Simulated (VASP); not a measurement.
An input for Quantum ESPRESSO's pw.x (written as the equivalent of a VASP run, and not itself run):

```
&CONTROL
  calculation = 'vc-relax'
  pseudo_dir = './pseudo'
  outdir = './out'
  tprnfor = .true.
  tstress = .true.
  nstep = 40
  forc_conv_thr = 0.00078
/
&SYSTEM
  ibrav = 0
  nat = 4
  ntyp = 2
  ecutwfc = 84
  occupations = 'smearing'
  smearing = 'methfessel-paxton'
  degauss = 0.00735
  input_dft = 'pbesol'
/
&ELECTRONS
  conv_thr = 7.3e-08
  electron_maxstep = 100
/
&IONS
/
&CELL
  press = 200
/
ATOMIC_SPECIES
  Ti 47.867 Ti.upf
  Pt 195.084 Pt.upf
CELL_PARAMETERS angstrom
     3.8540065    0.0000000    0.0000000
     0.0000000    3.8540065    0.0000000
     0.0000000    0.0000000    3.8540065
ATOMIC_POSITIONS crystal
  Ti   0.0000000  0.0000000  0.0000000
  Pt   0.0000000  0.5000000  0.5000000
  Pt   0.5000000  0.0000000  0.5000000
  Pt   0.5000000  0.5000000  0.0000000
K_POINTS automatic
  8 8 8 0 0 0
```

Q: Translate this input to VASP (INCAR, KPOINTS, POSCAR, choice of POTCAR).

A: Several could match; the one computed here: 
### POSCAR
```
Pt3Ti
1
    3.8540065020     0.0000000000     0.0000000000
    0.0000000000     3.8540065020     0.0000000000
    0.0000000000     0.0000000000     3.8540065020
Ti Pt
1 3
Direct
  0.0000000000   0.0000000000   0.0000000000
  0.0000000000   0.5000000000   0.5000000000
  0.5000000000   0.0000000000   0.5000000000
  0.5000000000   0.5000000000   0.0000000000
```

### KPOINTS
```
Automatic mesh
0
Gamma
8 8 8
0 0 0
```

### INCAR
```
SYSTEM = Pt3Ti
PREC = Accurate; ENCUT = 500; LREAL = F
LASPH = T
EDIFF = 1E-6; NELM = 100; ALGO = Normal
LMAXMIX = 6
ISMEAR = 1; SIGMA = 0.1
GGA = PS
IBRION = 2; NSW = 40; ISIF = 3
EDIFFG = -0.02; PSTRESS = 200
LWAVE = F; LCHARG = F
```

POTCAR, in this order: Ti_sv Pt (PBE.64 set). Program: vasp_std.

What does not carry over: the potentials are each code's own (VASP's PAW set, PseudoDojo norm-conserving files in pw.x), so ENCUT and ecutwfc are chosen apart and not converted; conv_thr bounds pw.x's estimated SCF error, while EDIFF bounds the energy change between steps; forc_conv_thr acts on force components and is met together with etot_conv_thr.

The compound is Pt3Ti in the L1_2 structure. This run relaxes it under an external pressure of 20 GPa. Symmetry was kept, so distortions that lower it aren't found.
